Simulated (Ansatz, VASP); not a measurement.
## Cross-check of Fe2O3 (Hematite) between VASP and Ansatz

Wanted: the spread between two codes on one cell, functional and k mesh.

Method: plane waves, with VASP 6.6.1 beside it; single point at r2SCAN, DFT+U, in Ansatz 0.2.0.

## (1) The starting structure

Symmetry: R-3c, No. 167, trigonal system. The conventional cell has a = 5.045 Å, b = 5.045 Å, c = 13.646 Å, α = 90.00°, β = 90.00°, γ = 120.00°. Fe has 6 O at 1.97 to 2.08 Å nearest. O has 4 Fe at 1.97 to 2.08 Å nearest. Farther neighbours and most contacts between anions are not listed.

Coordinates:

```xyz
10
Lattice="2.5224 1.4563 4.5485 -2.5224 1.4563 4.5485 0.0000 -2.9126 4.5485" Properties=species:S:1:pos:R:3 pbc="T T T"
Fe    0.0000    0.0000    4.8142
Fe    0.0000    0.0000    2.0086
Fe    0.0000    0.0000    8.8314
Fe    0.0000    0.0000   11.6370
O     0.7657   -1.5863    7.9599
O    -1.7566    0.1300    7.9599
O     0.9909    1.4563    7.9599
O    -0.7657    1.5863    5.6857
O     1.7566   -0.1300    5.6857
O    -0.9909   -1.4563    5.6857
```

## (2) VASP: single point, r2SCAN, DFT+U

A single point gives forces, pressure and levels at one fixed geometry, so differences don't come from the geometry; what else differs is listed under the comparison.

Lines of VASP's logs that name or quote its potential files are left out, and so is its time.

Contents of INCAR:

```
SYSTEM = Fe2O3
PREC = Normal
ENCUT = 480
EDIFF = 1E-06
NELM = 150
ISMEAR = 0
SIGMA = 0.05
LREAL = .FALSE.
ALGO = Normal
METAGGA = R2SCAN
LASPH = .TRUE.
NBANDS = 44
LDAU = .TRUE.
LDAUTYPE = 2
LDAUL = 2 -1
LDAUU = 6 0
LDAUJ = 0 0
LDAUPRINT = 1
LMAXMIX = 4
LORBIT = 11
LWAVE = .FALSE.
LCHARG = .FALSE.
KPAR = 2
AMIX = 0.2
BMIX = 1E-04
AMIX_MAG = 0.8
BMIX_MAG = 1E-04
```

Contents of POSCAR:

```
Fe2O3
1.0
    2.5223571587      1.4562835846      4.5485234178
   -2.5223571587      1.4562835846      4.5485234178
    0.0000000000     -2.9125671692      4.5485234178
Fe O
4 6
Direct
    0.3528013838      0.3528013838      0.3528013838
    0.1471986162      0.1471986162      0.1471986162
    0.6471986162      0.6471986162      0.6471986162
    0.8528013838      0.8528013838      0.8528013838
    0.5535820417      0.2500000000      0.9464179583
    0.2500000000      0.9464179583      0.5535820417
    0.9464179583      0.5535820417      0.2500000000
    0.4464179583      0.7500000000      0.0535820417
    0.7500000000      0.0535820417      0.4464179583
    0.0535820417      0.4464179583      0.7500000000
```

Contents of KPOINTS:

```
Automatic mesh
0
Gamma
4 4 4
0 0 0
```

Potentials, in the order of the species: Fe and O (PBE family, release 64).

Launch:

```console
> mpirun -np 2 vasp_std
```

Numbers of over 12 decimals in the logs are rounded to 6 here.

Output:

```text
[banner, memory and clock lines left out]
running    2 mpi-ranks, on    1 nodes
 distrk:  each k-point on    1 cores,    2 groups
 distr:  one band on    1 cores,    1 groups

 POSCAR found type information on POSCAR FeO
 POSCAR found :  2 types and      10 ions
|                                                                             |
|               ----> ADVICE to this user running VASP <----                  |
|                                                                             |
|     You enforced a specific xc type in the INCAR file but a different       |
|     [... a line on the potential file left out ...]
|     I HOPE YOU KNOW WHAT YOU ARE DOING!                                     |
|                                                                             |

 LDA part: xc-table for (None), standard interpolation
 POSCAR, INCAR and KPOINTS ok, starting setup
 FFT: planning ... GRIDC
 FFT: planning ... GRID_SOFT
 FFT: planning ... GRID
 WAVECAR not read
 entering main loop
       N       E                     dE             d eps       ncg     rms          rms(c)
DAV:   1     0.784679356410E+03    0.78468E+03   -0.30908E+04  1144   0.177E+03
DAV:   2     0.411444455655E+02   -0.74353E+03   -0.69918E+03  1188   0.453E+02
DAV:   3    -0.100928315097E+03   -0.14207E+03   -0.13410E+03  1436   0.219E+02
DAV:   4    -0.110374850919E+03   -0.94465E+01   -0.89939E+01  1368   0.565E+01
DAV:   5    -0.110785451627E+03   -0.41060E+00   -0.40436E+00  1576   0.111E+01    0.407E+01
DAV:   6    -0.757272800614E+02    0.35058E+02   -0.69787E+01  1540   0.893E+01    0.196E+01
DAV:   7    -0.783372078245E+02   -0.26099E+01   -0.44257E+00  1312   0.140E+01    0.171E+01
DAV:   8    -0.834529428869E+02   -0.51157E+01   -0.22700E+00  2164   0.176E+01    0.714E+00
DAV:   9    -0.852188739244E+02   -0.17659E+01   -0.17000E+00  2044   0.180E+01    0.267E+00
DAV:  10    -0.853826665232E+02   -0.16379E+00   -0.40669E-01  1288   0.537E+00    0.186E+00
DAV:  11    -0.855402047392E+02   -0.15754E+00   -0.18545E-01  1304   0.106E+01    0.118E+00
DAV:  12    -0.855294484109E+02    0.10756E-01   -0.15370E-01  1500   0.398E+00    0.106E+00
DAV:  13    -0.855505945587E+02   -0.21146E-01   -0.15641E-01  1160   0.695E+00    0.150E+00
DAV:  14    -0.855536273319E+02   -0.30328E-02   -0.20373E-02  1500   0.195E+00    0.418E-01
DAV:  15    -0.855539422132E+02   -0.31488E-03   -0.19954E-03  1144   0.638E-01    0.242E-01
DAV:  16    -0.855543545804E+02   -0.41237E-03   -0.85741E-04  1452   0.215E-01    0.123E-01
DAV:  17    -0.855544925557E+02   -0.13798E-03   -0.33299E-04  1208   0.223E-01    0.717E-02
DAV:  18    -0.855544961627E+02   -0.36070E-05   -0.21384E-04  1148   0.182E-01    0.357E-02
DAV:  19    -0.855545263189E+02   -0.30156E-04   -0.21243E-05  1696   0.877E-02    0.332E-02
DAV:  20    -0.855545374417E+02   -0.11123E-04   -0.77087E-06  1164   0.282E-02    0.320E-02
DAV:  21    -0.855545387701E+02   -0.13283E-05   -0.24530E-06   868   0.132E-02    0.318E-02
DAV:  22    -0.855545396520E+02   -0.88190E-06   -0.22933E-07   572   0.411E-03
   1 F= -.85554540E+02 E0= -.85551432E+02  d E =-.621557E-02
```

From OUTCAR (step 2):

```text
ion  position               nearest neighbor table
   1  0.353  0.353  0.353-   9 1.97  10 1.97   8 1.97   7 2.08   6 2.08   5 2.08   2 2.81   3 2.96
                             3 2.96   3 2.96
   2  0.147  0.147  0.147-   8 1.97  10 1.97   9 1.97   7 2.08   5 2.08   6 2.08   1 2.81   4 2.96
                             4 2.96   4 2.96
   3  0.647  0.647  0.647-   6 1.97   7 1.97   5 1.97  10 2.08   9 2.08   8 2.08   4 2.81   1 2.96
                             1 2.96   1 2.96
   4  0.853  0.853  0.853-   5 1.97   7 1.97   6 1.97  10 2.08   8 2.08   9 2.08   3 2.81   2 2.96
                             2 2.96   2 2.96
   5  0.554  0.250  0.946-   4 1.97   3 1.97   2 2.08   1 2.08
   6  0.250  0.946  0.554-   3 1.97   4 1.97   1 2.08   2 2.08
   7  0.946  0.554  0.250-   3 1.97   4 1.97   1 2.08   2 2.08
   8  0.446  0.750  0.054-   2 1.97   1 1.97   4 2.08   3 2.08
   9  0.750  0.054  0.446-   1 1.97   2 1.97   3 2.08   4 2.08
  10  0.054  0.446  0.750-   1 1.97   2 1.97   3 2.08   4 2.08

  LATTYP: Found a trigonal (rhomboedric) cell.
 ALAT       =     5.4011214388
 COS(alpha) =     0.5638104322

 Subroutine GETGRP returns: Found 12 space group operations
 (whereof  6 operations were pure point group operations)

The static configuration has the point symmetry S_6 .
 The point group associated with its full space group is D_3d.

 Found     13 irreducible k-points:

   k-points           NKPTS =     13   k-points in BZ     NKDIM =     13   number of bands    NBANDS=     44

   dimension x,y,z NGX =    30 NGY =   30 NGZ =   30
   dimension x,y,z NGXF=    60 NGYF=   60 NGZF=   60

   ENCUT  =  480.0 eV  35.28 Ry    5.94 a.u.   9.65  9.65  9.65*2*pi/ulx,y,z

   NELECT =      68.0000    total number of electrons

 k-points in reciprocal lattice and weights: Automatic mesh
   0.00000000  0.00000000  0.00000000       0.016
   0.25000000 -0.00000000  0.00000000       0.094
   0.50000000 -0.00000000  0.00000000       0.047
   0.25000000  0.25000000  0.00000000       0.094
   0.50000000  0.25000000  0.00000000       0.188
  -0.25000000  0.25000000  0.00000000       0.094
   0.50000000  0.50000000  0.00000000       0.047
   0.25000000  0.25000000  0.25000000       0.031
   0.50000000  0.25000000  0.25000000       0.094
  -0.25000000  0.25000000  0.25000000       0.094
   0.50000000  0.50000000  0.25000000       0.094
  -0.25000000  0.50000000  0.25000000       0.094
   0.50000000  0.50000000  0.50000000       0.016

atom =   1  type =  1  l = 2

 onsite density matrix

spin component  1

  0.6586  0.3626 -0.0000  0.0799  0.0000
  0.3626  0.5304  0.0000 -0.0000  0.0799
 -0.0000  0.0000  0.6888 -0.0000  0.0000
  0.0799 -0.0000 -0.0000  0.5304 -0.3626
  0.0000  0.0799  0.0000 -0.3626  0.6586

spin component  2

 occupancies and eigenvectors

  o =  0.2177  v = -0.1385  0.0000 -0.0000  0.7649  0.6291  0.0000  0.0000  0.0000  0.0000  0.0000      0.0000  0.0000  0.0000  0.0000  0.0000  0.0000  0.0000  0.0000  0.0000  0.0000
  o =  0.2177  v =  0.0000  0.0000  0.0000  0.0000  0.0000 -0.1385  0.0000 -0.0000  0.7649  0.6291      0.0000  0.0000  0.0000  0.0000  0.0000  0.0000  0.0000  0.0000  0.0000  0.0000
  o =  0.2177  v =  0.6291 -0.7649 -0.0000  0.0000  0.1385  0.0000  0.0000  0.0000  0.0000  0.0000      0.0000  0.0000  0.0000  0.0000  0.0000  0.0000  0.0000  0.0000  0.0000  0.0000
  o =  0.2177  v =  0.0000  0.0000  0.0000  0.0000  0.0000  0.6291 -0.7649 -0.0000  0.0000  0.1385      0.0000  0.0000  0.0000  0.0000  0.0000  0.0000  0.0000  0.0000  0.0000  0.0000
  o =  0.6888  v = -0.0000 -0.0000  1.0000  0.0000 -0.0000  0.0000  0.0000  0.0000  0.0000  0.0000      0.0000  0.0000  0.0000  0.0000  0.0000  0.0000  0.0000  0.0000  0.0000  0.0000
  o =  0.6888  v =  0.0000  0.0000  0.0000  0.0000  0.0000 -0.0000 -0.0000  1.0000  0.0000 -0.0000      0.0000  0.0000  0.0000  0.0000  0.0000  0.0000  0.0000  0.0000  0.0000  0.0000
  o =  0.9713  v =  0.0000  0.0000  0.0000  0.0000  0.0000 -0.1645 -0.0000  0.0000 -0.6441  0.7470      0.0000  0.0000  0.0000  0.0000  0.0000  0.0000  0.0000  0.0000  0.0000  0.0000
  o =  0.9713  v = -0.1645 -0.0000  0.0000 -0.6441  0.7470  0.0000  0.0000  0.0000  0.0000  0.0000      0.0000  0.0000  0.0000  0.0000  0.0000  0.0000  0.0000  0.0000  0.0000  0.0000
  o =  0.9713  v =  0.7470  0.6441  0.0000 -0.0000  0.1645  0.0000  0.0000  0.0000  0.0000  0.0000      0.0000  0.0000  0.0000  0.0000  0.0000  0.0000  0.0000  0.0000  0.0000  0.0000
  o =  0.9713  v =  0.0000  0.0000  0.0000  0.0000  0.0000  0.7470  0.6441  0.0000 -0.0000  0.1645      0.0000  0.0000  0.0000  0.0000  0.0000  0.0000  0.0000  0.0000  0.0000  0.0000

atom =   2  type =  1  l = 2

 onsite density matrix

spin component  1

  0.6586 -0.3626  0.0000  0.0799 -0.0000
 -0.3626  0.5304  0.0000  0.0000  0.0799
[...]
-0.0000  0.0000  0.6888 -0.0000  0.0000
  0.0799 -0.0000 -0.0000  0.5304 -0.3626
  0.0000  0.0799  0.0000 -0.3626  0.6586

 occupancies and eigenvectors

  o =  0.2177  v =  0.1385  0.0000  0.0000 -0.7649 -0.6291  0.0000  0.0000  0.0000  0.0000  0.0000      0.0000  0.0000  0.0000  0.0000  0.0000  0.0000  0.0000  0.0000  0.0000  0.0000
  o =  0.2177  v =  0.0000  0.0000  0.0000  0.0000  0.0000  0.1385  0.0000  0.0000 -0.7649 -0.6291      0.0000  0.0000  0.0000  0.0000  0.0000  0.0000  0.0000  0.0000  0.0000  0.0000
  o =  0.2177  v = -0.6291  0.7649  0.0000  0.0000 -0.1385  0.0000  0.0000  0.0000  0.0000  0.0000      0.0000  0.0000  0.0000  0.0000  0.0000  0.0000  0.0000  0.0000  0.0000  0.0000
  o =  0.2177  v =  0.0000  0.0000  0.0000  0.0000  0.0000 -0.6291  0.7649  0.0000  0.0000 -0.1385      0.0000  0.0000  0.0000  0.0000  0.0000  0.0000  0.0000  0.0000  0.0000  0.0000
  o =  0.6888  v =  0.0000 -0.0000  1.0000  0.0000 -0.0000  0.0000  0.0000  0.0000  0.0000  0.0000      0.0000  0.0000  0.0000  0.0000  0.0000  0.0000  0.0000  0.0000  0.0000  0.0000
  o =  0.6888  v =  0.0000  0.0000  0.0000  0.0000  0.0000  0.0000 -0.0000  1.0000  0.0000 -0.0000      0.0000  0.0000  0.0000  0.0000  0.0000  0.0000  0.0000  0.0000  0.0000  0.0000
  o =  0.9713  v =  0.0000  0.0000  0.0000  0.0000  0.0000 -0.1645  0.0000  0.0000 -0.6441  0.7470      0.0000  0.0000  0.0000  0.0000  0.0000  0.0000  0.0000  0.0000  0.0000  0.0000
  o =  0.9713  v = -0.1645  0.0000  0.0000 -0.6441  0.7470  0.0000  0.0000  0.0000  0.0000  0.0000      0.0000  0.0000  0.0000  0.0000  0.0000  0.0000  0.0000  0.0000  0.0000  0.0000
  o =  0.9713  v =  0.7470  0.6441  0.0000  0.0000  0.1645  0.0000  0.0000  0.0000  0.0000  0.0000      0.0000  0.0000  0.0000  0.0000  0.0000  0.0000  0.0000  0.0000  0.0000  0.0000
  o =  0.9713  v =  0.0000  0.0000  0.0000  0.0000  0.0000  0.7470  0.6441  0.0000  0.0000  0.1645      0.0000  0.0000  0.0000  0.0000  0.0000  0.0000  0.0000  0.0000  0.0000  0.0000

atom =   4  type =  1  l = 2

 onsite density matrix

spin component  1

  0.6586 -0.3626  0.0000  0.0799 -0.0000
 -0.3626  0.5304  0.0000  0.0000  0.0799
  0.0000  0.0000  0.6888  0.0000  0.0000
  0.0799  0.0000  0.0000  0.5304  0.3626
 -0.0000  0.0799  0.0000  0.3626  0.6586

spin component  2

 occupancies and eigenvectors

  o =  0.2177  v = -0.1385 -0.0000  0.0000  0.7649 -0.6291  0.0000  0.0000  0.0000  0.0000  0.0000      0.0000  0.0000  0.0000  0.0000  0.0000  0.0000  0.0000  0.0000  0.0000  0.0000
  o =  0.2177  v =  0.0000  0.0000  0.0000  0.0000  0.0000 -0.1385 -0.0000  0.0000  0.7649 -0.6291      0.0000  0.0000  0.0000  0.0000  0.0000  0.0000  0.0000  0.0000  0.0000  0.0000
  o =  0.2177  v =  0.6291  0.7649  0.0000  0.0000 -0.1385  0.0000  0.0000  0.0000  0.0000  0.0000      0.0000  0.0000  0.0000  0.0000  0.0000  0.0000  0.0000  0.0000  0.0000  0.0000
  o =  0.2177  v =  0.0000  0.0000  0.0000  0.0000  0.0000  0.6291  0.7649  0.0000  0.0000 -0.1385      0.0000  0.0000  0.0000  0.0000  0.0000  0.0000  0.0000  0.0000  0.0000  0.0000
  o =  0.6888  v =  0.0000 -0.0000  1.0000 -0.0000 -0.0000  0.0000  0.0000  0.0000  0.0000  0.0000      0.0000  0.0000  0.0000  0.0000  0.0000  0.0000  0.0000  0.0000  0.0000  0.0000
  o =  0.6888  v =  0.0000  0.0000  0.0000  0.0000  0.0000  0.0000 -0.0000  1.0000 -0.0000 -0.0000      0.0000  0.0000  0.0000  0.0000  0.0000  0.0000  0.0000  0.0000  0.0000  0.0000
  o =  0.9713  v =  0.0000  0.0000  0.0000  0.0000  0.0000 -0.1645 -0.0000 -0.0000 -0.6441 -0.7470      0.0000  0.0000  0.0000  0.0000  0.0000  0.0000  0.0000  0.0000  0.0000  0.0000
  o =  0.9713  v = -0.1645 -0.0000 -0.0000 -0.6441 -0.7470  0.0000  0.0000  0.0000  0.0000  0.0000      0.0000  0.0000  0.0000  0.0000  0.0000  0.0000  0.0000  0.0000  0.0000  0.0000
  o =  0.9713  v =  0.7470 -0.6441 -0.0000  0.0000 -0.1645  0.0000  0.0000  0.0000  0.0000  0.0000      0.0000  0.0000  0.0000  0.0000  0.0000  0.0000  0.0000  0.0000  0.0000  0.0000
  o =  0.9713  v =  0.0000  0.0000  0.0000  0.0000  0.0000  0.7470 -0.6441 -0.0000  0.0000 -0.1645      0.0000  0.0000  0.0000  0.0000  0.0000  0.0000  0.0000  0.0000  0.0000  0.0000

 average (electrostatic) potential at core
       1 -51.1723       2 -51.1723       3 -51.1723       4 -51.1723       5 -75.5368
       6 -75.5368       7 -75.5368       8 -75.5368       9 -75.5368      10 -75.5368

 E-fermi :   2.0368

 k-point     1 :       0.0000    0.0000    0.0000
  band No.  band energies     occupation
    ...
     30       1.0444      2.00000
     31       1.2508      2.00000
     32       1.4602      2.00000
     33       1.7848      2.00000
     34       1.7848      2.00000
     35       2.2554      0.00000
     36       2.6440      0.00000
     37       5.9930      0.00000
     38       5.9930      0.00000
     39       6.1354      0.00000
    ...

 k-point     2 :       0.2500   -0.0000    0.0000
  band No.  band energies     occupation
    ...
     30       1.2951      2.00000
     31       1.4284      2.00000
     32       1.6010      2.00000
     33       1.6615      2.00000
     34       1.7249      2.00000
     35       2.1627      0.00037
     36       2.4156      0.00000
     37       6.0741      0.00000
     38       6.1774      0.00000
     39       6.2516      0.00000
    ...

 k-point     3 :       0.5000   -0.0000    0.0000
  band No.  band energies     occupation
    ...
     30       1.0870      2.00000
     31       1.5861      2.00000
     32       1.5861      2.00000
     33       1.9241      1.99858
     34       1.9241      1.99858
     35       2.1098      0.03908
     36       2.1098      0.03908
     37       6.3880      0.00000
     38       6.3880      0.00000
     39       6.5180      0.00000
    ...

 k-point     4 :       0.2500    0.2500    0.0000
  band No.  band energies     occupation
    ...
     30       1.3157      2.00000
     31       1.3873      2.00000
     32       1.5599      2.00000
     33       1.5696      2.00000
     34       1.9292      1.99767
     35       2.1818      0.00004
     36       2.4838      0.00000
     37       5.8993      0.00000
     38       6.1407      0.00000
     39       6.3064      0.00000
    ...

 k-point     5 :       0.5000    0.2500    0.0000
  band No.  band energies     occupation
    ...
     30       1.1488      2.00000
     31       1.4118      2.00000
     32       1.6239      2.00000
     33       1.8399      2.00000
     34       1.9829      1.87325
     35       2.2026      0.00000
     36       2.3520      0.00000
     37       5.9961      0.00000
     38       6.2653      0.00000
     39       6.3150      0.00000
    ...

 k-point     6 :      -0.2500    0.2500    0.0000
  band No.  band energies     occupation
    ...
     31       1.4005      2.00000
     32       1.8022      2.00000
     33       1.9554      1.97872
     34       1.9994      1.71005
     35       2.0573      0.56374
     36       2.1676      0.00022
     37       6.0775      0.00000
     38       6.1952      0.00000
     39       6.3884      0.00000
     40       6.6191      0.00000
    ...

  Total      -13.5949437    -13.5949437    -11.4451201      0.0000000      0.0000000      0.0000000
  in kB     -217.2770097   -217.2770097   -182.9181144      0.0000000      0.0000000      0.0000000
  external PRESSURE =    -205.8240446 kB  Pullay stress =       0.0000000 kB

  energy-cutoff  :      480.00
  volume of cell :      100.25
      direct lattice vectors                 reciprocal lattice vectors
     2.522357159  1.456283585  4.548523418     0.198227280  0.114446574  0.073283856
    -2.522357159  1.456283585  4.548523418    -0.198227280  0.114446574  0.073283856
     0.000000000 -2.912567169  4.548523418     0.000000000 -0.228893148  0.073283856

 POSITION                                       TOTAL-FORCE (eV/Angst)
 -----------------------------------------------------------------------------------
      0.00000      0.00000      4.81418         0.000000     -0.000000      0.068305
      0.00000      0.00000      2.00861         0.000000     -0.000000     -0.068305
      0.00000      0.00000      8.83139         0.000000     -0.000000     -0.068305
      0.00000      0.00000     11.63696         0.000000     -0.000000      0.068305
      0.76574     -1.58626      7.95992         0.299854      0.519363      0.000000
     -1.75661      0.12998      7.95992         0.299854     -0.519363      0.000000
      0.99087      1.45628      7.95992        -0.599708     -0.000000     -0.000000
     -0.76574      1.58626      5.68565        -0.299854     -0.519363      0.000000
      1.75661     -0.12998      5.68565        -0.299854      0.519363      0.000000
     -0.99087     -1.45628      5.68565         0.599708     -0.000000     -0.000000
 -----------------------------------------------------------------------------------
    total drift:                                0.000000     -0.000000      0.000000

  FREE ENERGIE OF THE ION-ELECTRON SYSTEM (eV)
  ---------------------------------------------------
  free  energy   TOTEN  =       -85.5545396520 eV

  energy  without entropy=      -85.5483240825  energy(sigma->0) =      -85.55143187

 total charge
# of ion       s       p       d       tot
------------------------------------------
    1        0.343   0.496   6.108   6.947
    2        0.343   0.496   6.108   6.947
    3        0.343   0.496   6.108   6.947
    4        0.343   0.496   6.108   6.947
    5        1.570   3.435   0.000   5.005
    6        1.570   3.435   0.000   5.005
    7        1.570   3.435   0.000   5.005
    8        1.570   3.435   0.000   5.005
    9        1.570   3.435   0.000   5.005
   10        1.570   3.435   0.000   5.005
--------------------------------------------------
tot         10.792  22.593  24.431  57.816
```

This run has no spin polarisation, although Fe can carry a moment. The gap is read on the k-mesh alone, so it is an upper bound where the band edges lie off the mesh. The gap is under twice the smearing width, so the edge states are partly filled and the run can't tell a small gap from a semimetal.

(Part 1 of 2 ends here.)

[Lines on the potential files, build, host, timing and source positions are cut from VASP's logs without a mark.]

[Logs are printed without paths, hosts, clocks, repeated set-up lines and the standing remarks that a program may print on its own settings, such as how far it seeks lower states.]

[Hosts, paths, dates, database ids (printed as entryN), source tags and the programs' standing remarks are cut or masked in the printed files.]
